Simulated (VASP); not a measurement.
```yaml
crystal:
  lattice:
    - [1.58325, -2.74227, 0.00000]
    - [1.58325, 2.74227, 0.00000]
    - [0.00000, 0.00000, 12.31293]
  atoms:
    - { symbol: Mo, position: [0.33333, 0.66667, 0.25000] }
    - { symbol: Mo, position: [0.66667, 0.33333, 0.75000] }
    - { symbol: S, position: [0.33333, 0.66667, 0.87743] }
    - { symbol: S, position: [0.66667, 0.33333, 0.37743] }
    - { symbol: S, position: [0.66667, 0.33333, 0.12257] }
    - { symbol: S, position: [0.33333, 0.66667, 0.62257] }
```

Method: optB86b-vdW, VASP's PBE PAW potentials (set 64) (plane waves; VASP 6.6.1). Run with 520 eV cut-off, Gaussian smearing of 0.050 eV, potentials Mo_sv S.

Question: Predict the band gap (along the path) with the smallest direct gap where there is one.

Answer: 
| Item | Value |
|---|---|
| band gap (along the path) | 0.86 eV |
| smallest direct gap (along the path) | 1.67 eV |

Total energies compare only between runs with the same potentials, cut-off and functional.

The compound is MoS2 in the 2H layered structure. It was relaxed first.
